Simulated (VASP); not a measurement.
All values below come from MS2 meta-GGA, VASP's PBE PAW potentials (set 64) (plane waves; VASP).

VASP ran on this input.

**KPOINTS**
```
Automatic mesh
0
Gamma
11 11 11
0 0 0
```

INCAR:
```
# general
SYSTEM   =  LiH
PREC     =  Accurate
ENCUT    =  520   # plane-wave cut-off (eV)
LREAL    =  .FALSE.   # projection in real space or not
LASPH    =  .TRUE.   # aspherical one-centre terms

# electronic loop
EDIFF    =  1E-7   # SCF stop (eV)
NELM     =  100   # most electronic steps
ALGO     =  Normal   # blocked Davidson
LMIXTAU  =  .TRUE.

# smearing
ISMEAR   =  0   # Gaussian
SIGMA    =  0.05   # width (eV)

# functional
METAGGA  =  MS2

# ions
ISIF     =  2   # forces and stress, cell fixed

# output
LWAVE    =  .FALSE.
LCHARG   =  .FALSE.
```

**POSCAR**
```
LiH
1
    0.0000000000     2.0086651096     2.0086651096
    2.0086651096     0.0000000000     2.0086651096
    2.0086651096     2.0086651096     0.0000000000
Li H
1 1
Direct
  0.0000000000   0.0000000000   0.0000000000
  0.5000000000   0.5000000000   0.5000000000
```

POTCAR, in this order: Li_sv H (PBE.64 set). Program: vasp_std.

Predict the energy per atom (σ→0), pressure.

| Item | Value |
|---|---|
| energy per atom (σ→0) | -3698 meV/atom |
| pressure | -2.10 GPa |

OSZICAR:
```
...
DAV:  17    -0.739615254246E+01   -0.38770E-05   -0.38040E-05   852   0.756E-02    0.393E-03
DAV:  18    -0.739613396207E+01    0.18580E-04   -0.46117E-06   714   0.309E-02    0.977E-04
DAV:  19    -0.739613884067E+01   -0.48786E-05   -0.12958E-06   732   0.168E-02    0.850E-04
DAV:  20    -0.739613664906E+01    0.21916E-05   -0.82775E-08   786   0.441E-03    0.365E-04
DAV:  21    -0.739613696485E+01   -0.31578E-06   -0.51703E-08   702   0.258E-03    0.193E-04
DAV:  22    -0.739613765889E+01   -0.69404E-06   -0.15218E-08   672   0.176E-03    0.673E-05
DAV:  23    -0.739613769400E+01   -0.35105E-07   -0.60068E-10   336   0.346E-04
   1 F= -.73961377E+01 E0= -.73961377E+01  d E =-.191331E-30
```

The compound is LiH in the rock salt structure. This cell is one point of a volume scan, at 1.06 of the reference volume.
